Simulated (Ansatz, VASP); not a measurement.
Two plane-wave programs on Al4Te

```xyz
5
Lattice="3.4347 0.0000 0.0000 0.0000 3.4347 0.0000 0.0000 0.0000 9.1816" Properties=species:S:1:pos:R:3 pbc="T T T"
Al    0.0000    0.0000    3.2740
Al    0.0000    0.0000    5.9077
Al    1.7174    1.7174    1.8348
Al    1.7174    1.7174    7.3468
Te    0.0000    0.0000    0.0000
```

Change from the starting cell: ordered superstructure of sc with vacancies (P4/mmm, No. 123).

Alike in both runs: functional PBE; k mesh 10 × 10 × 6; occupations gaussian, width 0.1 eV; no spin polarisation.

Ansatz relaxed the structure, and its values are those at the end. VASP's run is a single point on that final structure, the one shown.

|  | VASP | Ansatz |
| --- | --- | --- |
| version | VASP 6.6.1 | Ansatz 0.2.0 |
| potentials or method | VASP PAW PBE potentials, release 64 (Al, Te) | scalar-relativistic, plane waves, PAW |
| plane-wave cutoff (eV) | 520 | 420 |
| valence electrons in the cell | 18 | 28 |

|  | VASP | Ansatz | Ansatz less VASP |
| --- | --- | --- | --- |
| gap on the k mesh at the Fermi level (eV) | none | none | - |
| pressure (GPa) | 0.0 | 0.0 | 0.00 |

A gap of «none» marks a metal or a gap that the smearing closes. The two sets of potentials don't hold the same shells in valence.

The runs have no spin-orbit coupling, so splittings on Te are missing.
